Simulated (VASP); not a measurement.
Here is the system:

```yaml
crystal:
  lattice:
    - [0.00000, 2.36130, 2.36130]
    - [2.36130, 0.00000, 2.36130]
    - [2.36130, 2.36130, 0.00000]
  atoms:
    - { symbol: Na, position: [0.00000, 0.00000, 0.00000] }
    - { symbol: F, position: [0.50000, 0.50000, 0.50000] }
```

All values below come from PBE GGA, VASP's PBE PAW potentials (set 64) (plane waves; VASP 6.6.1). Settings: 520 eV cut-off, 7×7×7 Γ-centred mesh, Gaussian smearing of 0.050 eV, potentials Na_pv F.

**Question.** Estimate the energy per atom (σ→0), band gap (on the k-mesh) with the smallest direct gap where there is one.

**Answer.** 
```
Quantity                                     Result
-----------------------------------  --------------
band gap (on the k-mesh)                    6.00 eV
smallest direct gap (on the k-mesh)         6.00 eV
energy per atom (σ→0)                -4.284 eV/atom
```

Only differences to runs with the same potentials and settings are physical.

The compound is NaF in the rock salt structure. The cell was not relaxed at this level.
